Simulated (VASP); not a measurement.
These are PBE GGA, VASP's PBE PAW potentials (set 64) (plane waves; VASP 6.6.1) values and carry that method's errors.

The input files of a VASP run:

### POSCAR
```
GeMo
4.0207180
  0.0000000000   0.7071067904   0.7071067904
  0.7071067904   0.0000000000   0.7071067904
  0.7071067904   0.7071067904   0.0000000000
Ge Mo
1 1
Cart
  0.0000000000   0.0000000000   0.0000000000
  0.7071067904   0.7071067904   0.7071067904
```

File KPOINTS:
```
Automatic mesh
0
Gamma
5 5 5
0 0 0
```

INCAR:
```
SYSTEM = GeMo
PREC = Accurate
ENCUT = 300
EDIFF = 1E-6
NELM = 100
ALGO = Normal
LREAL = .FALSE.
LASPH = .TRUE.
ISMEAR = 0
SIGMA = 0.1
GGA = PE
LMAXMIX = 4
LWAVE = .FALSE.
LCHARG = .FALSE.
ISIF = 2
```

POTCAR, in this order: Ge_d Mo_sv (PBE.64 set). Program: vasp_std.

At this cut-off the stress carries a Pulay error, which pulls relaxed volumes low.

Task: Estimate the energy per atom (σ→0), pressure, band gap (on the k-mesh).

Result: 
```
Property                                                    Result
------------------------  ----------------------------------------
energy per atom (σ→0)                       -644.3 kJ/mol of atoms
band gap (on the k-mesh)  none (metal, semimetal or under 0.01 eV)
pressure                                                -24.33 GPa
```

**OSZICAR**
```
...
DAV:   7    -0.133816208073E+02    0.27487E+00   -0.17754E+00   400   0.914E+00    0.117E+00
DAV:   8    -0.133758423340E+02    0.57785E-02   -0.81880E-02   422   0.264E+00    0.315E-01
DAV:   9    -0.133758330715E+02    0.92624E-05   -0.25935E-03   448   0.477E-01    0.115E-01
DAV:  10    -0.133757955414E+02    0.37530E-04   -0.10575E-03   478   0.403E-01    0.337E-02
DAV:  11    -0.133757991891E+02   -0.36478E-05   -0.97329E-05   418   0.660E-02    0.121E-02
DAV:  12    -0.133757960511E+02    0.31380E-05   -0.12945E-05   438   0.321E-02    0.139E-03
DAV:  13    -0.133757959263E+02    0.12486E-06   -0.50268E-07   196   0.477E-03
   1 F= -.13375796E+02 E0= -.13354469E+02  d E =-.426541E-01
```

The structure was generated: GeMo was put into an ordered model structure, which need not be its known phase. The cell was not relaxed at this level. The k-mesh is coarse (spacing up to 0.38 per Å, 2π included), so the numbers may not be converged in it.
